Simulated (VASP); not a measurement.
A run of VASP 6.6.1 is set up as follows.

POSCAR

```
ZnCd2SeS2
1.0
   -2.0709000000      6.1867700000      2.9496600000
    2.0709000000     -6.1867700000      2.9496600000
    2.0709000000      6.1867700000     -2.9496600000
Zn Cd Se S
1 2 1 2
Direct
    0.9844950000      0.9844950000      0.0000000000
    0.3388870000      0.0072890000      0.3315980000
    0.6756910000      0.0072890000      0.6684020000
    0.2224050000      0.7224050000      0.5000000000
    0.6051520000      0.7642610000      0.8408910000
    0.9233700000      0.7642610000      0.1591090000
```

INCAR.step1

```
SYSTEM = ZnCd2SeS2
ALGO     = Normal         ! electronic algorithm
EDIFF    = 1E-6           ! SCF threshold, eV
ENCUT    = 520            ! plane-wave cutoff, eV
GGA      = PE             ! functional
ISIF     = 2              ! what is computed and relaxed
ISMEAR   = 0              ! smearing method
KPAR     = 4            
LASPH    = .TRUE.         ! aspherical terms in the spheres
LCHARG   = .TRUE.         ! write CHGCAR
LREAL    = .FALSE.        ! projectors in reciprocal space
LWAVE    = .FALSE.        ! write WAVECAR
NBANDS   = 36             ! bands
NELM     = 80             ! most SCF steps
PREC     = Accurate       ! precision mode
SIGMA    = 0.03           ! smearing width, eV
```

File KPOINTS.step1:

```
k-points
0
G
  8 8 8
  0 0 0
```

Contents of INCAR.step2:

```
SYSTEM = ZnCd2SeS2
ALGO     = Normal         ! electronic algorithm
EDIFF    = 1E-6           ! SCF threshold, eV
ENCUT    = 520            ! plane-wave cutoff, eV
GGA      = PE             ! functional
ICHARG   = 11             ! starting density
ISIF     = 2              ! what is computed and relaxed
ISMEAR   = 0              ! smearing method
KPAR     = 4            
LASPH    = .TRUE.         ! aspherical terms in the spheres
LCHARG   = .FALSE.        ! write CHGCAR
LREAL    = .FALSE.        ! projectors in reciprocal space
LWAVE    = .FALSE.        ! write WAVECAR
NBANDS   = 36             ! bands
NELM     = 80             ! most SCF steps
PREC     = Accurate       ! precision mode
SIGMA    = 0.05           ! smearing width, eV
```

Contents of KPOINTS.step2:

```
path GXLTWRX1ZGYSW,L1Y,Y1Z
10
line-mode
reciprocal
 0.0000000000  0.0000000000  0.0000000000  G
 0.2780111103 -0.2780111103 -0.2780111103  X

 0.2780111103 -0.2780111103 -0.2780111103  X
 0.0848382745 -0.4711839460 -0.0848382745  L

 0.0848382745 -0.4711839460 -0.0848382745  L
 0.0000000000 -0.5000000000  0.0000000000  T

 0.0000000000 -0.5000000000  0.0000000000  T
-0.2500000000 -0.2500000000 -0.2500000000  W

-0.2500000000 -0.2500000000 -0.2500000000  W
 0.0000000000  0.0000000000 -0.5000000000  R

 0.0000000000  0.0000000000 -0.5000000000  R
-0.2780111103  0.2780111103 -0.7219888897  X1

-0.2780111103  0.2780111103 -0.7219888897  X1
-0.5000000000  0.5000000000 -0.5000000000  Z

-0.5000000000  0.5000000000 -0.5000000000  Z
 0.0000000000  0.0000000000  0.0000000000  G

 0.0000000000  0.0000000000  0.0000000000  G
-0.3068271642 -0.3068271642  0.3068271642  Y

-0.3068271642 -0.3068271642  0.3068271642  Y
-0.5000000000  0.0000000000  0.0000000000  S

-0.5000000000  0.0000000000  0.0000000000  S
-0.2500000000 -0.2500000000 -0.2500000000  W

-0.0848382745 -0.5288160540  0.0848382745  L1
-0.3068271642 -0.3068271642  0.3068271642  Y

-0.6931728358  0.3068271642 -0.3068271642  Y1
-0.5000000000  0.5000000000 -0.5000000000  Z
```

Potentials or basis: VASP PAW PBE potentials, release 64 (Zn, Cd, Se, S).

Launch:

```sh
$ cat potpaw_PBE.64/Zn/POTCAR potpaw_PBE.64/Cd/POTCAR potpaw_PBE.64/Se/POTCAR potpaw_PBE.64/S/POTCAR > POTCAR
$ cp INCAR.step1 INCAR
$ cp KPOINTS.step1 KPOINTS
$ mpirun -np 4 vasp_std > vasp.out
$ cp INCAR.step2 INCAR
$ cp KPOINTS.step2 KPOINTS
$ mpirun -np 4 vasp_std > vasp.out
```

Predict the band gap on the k mesh.

1.02 eV, direct.

Predict the band gap along the path.

1.02 eV, direct.

Levels at the corners of the path, in eV from the valence-band top:
```csv
point,band 25,band 26,band 27,band 28,band 29,band 30
Γ,-0.06,-0.04,0.00,1.02,3.99,4.36
X,-1.60,-1.59,-0.85,3.71,3.73,3.97
X,-1.60,-1.59,-0.85,3.71,3.73,3.97
L,-1.40,-1.03,-0.78,3.08,4.50,4.51
L,-1.40,-1.03,-0.78,3.08,4.50,4.51
T,-1.42,-0.73,-0.72,2.75,4.59,4.67
T,-1.42,-0.73,-0.72,2.75,4.59,4.67
W,-1.32,-1.00,-0.89,3.40,3.69,5.08
W,-1.32,-1.00,-0.89,3.40,3.69,5.08
R,-1.92,-1.31,-1.06,3.40,3.80,4.37
R,-1.92,-1.31,-1.06,3.40,3.80,4.37
X1,-1.60,-1.59,-0.85,3.71,3.73,3.97
X1,-1.60,-1.59,-0.85,3.71,3.73,3.97
Z,-0.94,-0.44,-0.23,3.09,3.28,3.54
Z,-0.94,-0.44,-0.23,3.09,3.28,3.54
Γ,-0.06,-0.04,0.00,1.02,3.99,4.36
Γ,-0.06,-0.04,0.00,1.02,3.99,4.36
Y,-0.67,-0.57,-0.57,2.73,2.88,3.83
Y,-0.67,-0.57,-0.57,2.73,2.88,3.83
S,-0.89,-0.68,-0.67,2.70,3.51,3.63
S,-0.89,-0.68,-0.67,2.70,3.51,3.63
W,-1.32,-1.00,-0.89,3.40,3.69,5.08
L1,-1.40,-1.03,-0.78,3.08,4.50,4.51
Y,-0.67,-0.57,-0.57,2.73,2.88,3.83
Y1,-0.67,-0.57,-0.57,2.73,2.88,3.83
Z,-0.94,-0.44,-0.23,3.09,3.28,3.54
```

Caveat: the log is that of the step along the path at fixed density, whose energy, stress, charges and moments have no meaning. A hybrid or GW would open this gap; PBE tends to underestimate it.
